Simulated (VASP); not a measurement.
Output of a VASP run:

**OUTCAR**
```
 ion  position               nearest neighbor table
   1  0.000  0.000  0.000-   2 2.29   2 2.29   2 2.29   2 2.29   2 2.29   2 2.29
   2  0.500  0.500  0.500-   1 2.29   1 2.29   1 2.29   1 2.29   1 2.29   1 2.29
  LATTYP: Found a body centered orthorhombic cell.
 ALAT       =     3.2085613799
 B/A-ratio  =     1.0151133502
 C/A-ratio  =     1.4249003148
 Subroutine PRICEL returns:
 Original cell was already a primitive cell.
 Subroutine GETGRP returns: Found  8 space group operations
The static configuration has the point symmetry D_2h.
The dynamic configuration has the point symmetry D_2h.
 Subroutine INISYM returns: Found  8 space group operations
 Subroutine IBZKPT returns following result:
 Found    171 irreducible k-points:

 Following reciprocal coordinates:
            Coordinates               Weight
  0.000000  0.000000  0.000000      1.000000
  0.100000  0.000000  0.000000      4.000000
  0.200000  0.000000  0.000000      4.000000
  0.300000  0.000000  0.000000      4.000000
  0.400000  0.000000  0.000000      4.000000
  0.500000  0.000000  0.000000      2.000000
  0.100000  0.100000  0.000000      2.000000
  0.200000  0.100000  0.000000      4.000000
  0.300000  0.100000  0.000000      4.000000
  0.400000  0.100000  0.000000      4.000000
  0.500000  0.100000  0.000000      4.000000
 -0.400000  0.100000  0.000000      4.000000
 -0.300000  0.100000  0.000000      4.000000
 -0.200000  0.100000  0.000000      4.000000
 -0.100000  0.100000  0.000000      2.000000
  0.200000  0.200000  0.000000      2.000000
  0.300000  0.200000  0.000000      4.000000
  0.400000  0.200000  0.000000      4.000000
  0.500000  0.200000  0.000000      4.000000
 -0.400000  0.200000  0.000000      4.000000
 -0.300000  0.200000  0.000000      4.000000
 -0.200000  0.200000  0.000000      2.000000
  0.300000  0.300000  0.000000      2.000000
  0.400000  0.300000  0.000000      4.000000
  0.500000  0.300000  0.000000      4.000000
 -0.400000  0.300000  0.000000      4.000000
 -0.300000  0.300000  0.000000      2.000000
  0.400000  0.400000  0.000000      2.000000
  0.500000  0.400000  0.000000      4.000000
 -0.400000  0.400000  0.000000      2.000000
  0.500000  0.500000  0.000000      1.000000
 -0.000000 -0.000000  0.100000      4.000000
  0.100000 -0.000000  0.100000      4.000000
  0.200000 -0.000000  0.100000      8.000000
  0.300000 -0.000000  0.100000      8.000000
  0.400000  0.000000  0.100000      8.000000
  0.500000  0.000000  0.100000      8.000000
 -0.400000 -0.000000  0.100000      8.000000
 -0.300000 -0.000000  0.100000      8.000000
 -0.200000 -0.000000  0.100000      8.000000
   k-points           NKPTS =    171   k-points in BZ     NKDIM =    171   number of bands    NBANDS=     11
   number of dos      NEDOS =    301   number of ions     NIONS =      2
   total plane-waves  NPLWV =  21952
   dimension x,y,z NGX =    28 NGY =   28 NGZ =   28
   dimension x,y,z NGXF=    56 NGYF=   56 NGZF=   56
   ions per type =               1   1
   PREC   = accura    normal or accurate (medium, high low for compatibility)
   ISTART =      0    job   : 0-new  1-cont  2-samecut
   ICHARG =      2    charge: 1-file 2-atom 10-const
   ISPIN  =      1    spin polarized calculation?
   LNONCOLLINEAR =      F non collinear calculations
   LSORBIT =      F    spin-orbit coupling
   INIWAV =      1    electr: 0-lowe 1-rand  2-diag
   ENCUT  =  600.0 eV  44.10 Ry    6.64 a.u.   6.46  6.46  6.41*2*pi/ulx,y,z
   NELM   =    100;   NELMIN=  2; NELMDL= -5     # of ELM steps
   EDIFF  = 0.1E-06   stopping-criterion for ELM
   LREAL  =      F    real-space projection
   NLSPLINE    = F    spline interpolate recip. space projectors
   LMAXMIX     =    2 max onsite mixed and CHGCAR
   VOSKOWN=      0    Vosko Wilk Nusair interpolation
   EDIFFG = 0.1E-05   stopping-criterion for IOM
   NSW    =      0    number of steps for IOM
...
```

OSZICAR:
```
       N       E                     dE             d eps       ncg     rms          rms(c)
DAV:   1     0.119102334737E+03    0.11910E+03   -0.91089E+03  3789   0.176E+03
DAV:   2    -0.910452813243E+01   -0.12821E+03   -0.11840E+03  4077   0.404E+02
DAV:   3    -0.160229959871E+02   -0.69185E+01   -0.68972E+01  4386   0.953E+01
DAV:   4    -0.160966318397E+02   -0.73636E-01   -0.73623E-01  4184   0.104E+01
DAV:   5    -0.160974830944E+02   -0.85125E-03   -0.85124E-03  4338   0.116E+00    0.480E+00
DAV:   6    -0.127136830824E+02    0.33838E+01   -0.15115E+00  4944   0.182E+01    0.159E+00
DAV:   7    -0.126332405532E+02    0.80443E-01   -0.99576E-01  3768   0.139E+01    0.168E+00
DAV:   8    -0.129113132430E+02   -0.27807E+00   -0.39679E-01  3762   0.975E+00    0.638E-01
DAV:   9    -0.123328210645E+02    0.57849E+00   -0.17921E-01  3774   0.507E+00    0.904E-01
DAV:  10    -0.126206263141E+02   -0.28781E+00   -0.26763E-01  3762   0.631E+00    0.287E-01
DAV:  11    -0.126210324284E+02   -0.40611E-03   -0.62548E-03  4365   0.968E-01    0.335E-01
DAV:  12    -0.126039587471E+02    0.17074E-01   -0.81451E-03  3762   0.165E+00    0.105E-01
DAV:  13    -0.126054516512E+02   -0.14929E-02   -0.13811E-03  4029   0.505E-01    0.204E-02
DAV:  14    -0.126058239739E+02   -0.37232E-03   -0.13774E-04  3777   0.184E-01    0.291E-02
DAV:  15    -0.126057435903E+02    0.80384E-04   -0.24392E-04  3807   0.207E-01    0.106E-02
DAV:  16    -0.126058453492E+02   -0.10176E-03   -0.59945E-05  3822   0.113E-01    0.348E-03
DAV:  17    -0.126058448011E+02    0.54802E-06   -0.19291E-06  4443   0.223E-02    0.103E-03
DAV:  18    -0.126058415605E+02    0.32406E-05   -0.30379E-07  3906   0.835E-03    0.120E-03
DAV:  19    -0.126058405703E+02    0.99020E-06   -0.74676E-07  3822   0.144E-02    0.557E-04
DAV:  20    -0.126058404946E+02    0.75695E-07   -0.30219E-08  2831   0.246E-03
   1 F= -.12605840E+02 E0= -.12605840E+02  d E =-.123748E-16
```

File OUTCAR:
```
------------------------ aborting loop because EDIFF is reached ----------------------------------------
  FORCE on cell =-STRESS in cart. coord.  units (eV):
  Direction    XX          YY          ZZ          XY          YZ          ZX
  --------------------------------------------------------------------------------------
  Total        0.0062904      0.0062904      0.0061200      0.0650911      0.0000000      0.0000000
  in kB        0.4218789      0.4218789      0.4104489      4.3654804      0.0000000      0.0000000
  external PRESSURE =       0.4180689 kB  Pullay stress =       0.0000000 kB
  volume of cell :       23.89
      direct lattice vectors                 reciprocal lattice vectors
    -0.017144551  2.285940060  2.285940060    -0.217100144  0.217100144  0.218728395
     2.285940060 -0.017144551  2.285940060     0.217100144 -0.217100144  0.218728395
     2.268795510  2.268795510  0.000000000     0.220381254  0.220381254 -0.218728395
  FREE ENERGIE OF THE ION-ELECTRON SYSTEM (eV)
  ---------------------------------------------------
  free  energy   TOTEN  =       -12.6058404946 eV

  energy  without entropy=      -12.6058404946  energy(sigma->0) =      -12.60584049
```
(Selected blocks of OUTCAR.)

File POSCAR:
```
NaF
1
   -0.0171445505     2.2859400601     2.2859400601
    2.2859400601    -0.0171445505     2.2859400601
    2.2687955096     2.2687955096     0.0000000000
Na F
1 1
Direct
  0.0000000000   0.0000000000   0.0000000000
  0.5000000000   0.5000000000   0.5000000000
```

Question: Reconstruct the remaining input files.

Answer: Several could match; the one computed here: the input of the run itself, r2SCAN meta-GGA, plane waves, VASP's PBE PAW potentials (set 64).

File KPOINTS:
```
Automatic
0
G
  10 10 10
```

**INCAR**
```
! general
SYSTEM  = NaF
PREC    = Accurate
ENCUT   = 600
LREAL   = .False.
LASPH   = .True.

! electronic loop
EDIFF   = 1E-7
NELM    = 100
ALGO    = Normal
LMIXTAU = .True.

! smearing
ISMEAR  = 0
SIGMA   = 0.05

! functional
METAGGA = R2SCAN

! ions
ISIF    = 2

! output
LWAVE   = .False.
LCHARG  = .False.
```

POTCAR, in this order: Na_pv F (PBE.64 set). Program: vasp_std.

The compound is NaF in the rock salt structure. This cell was strained or had an atom moved on purpose.
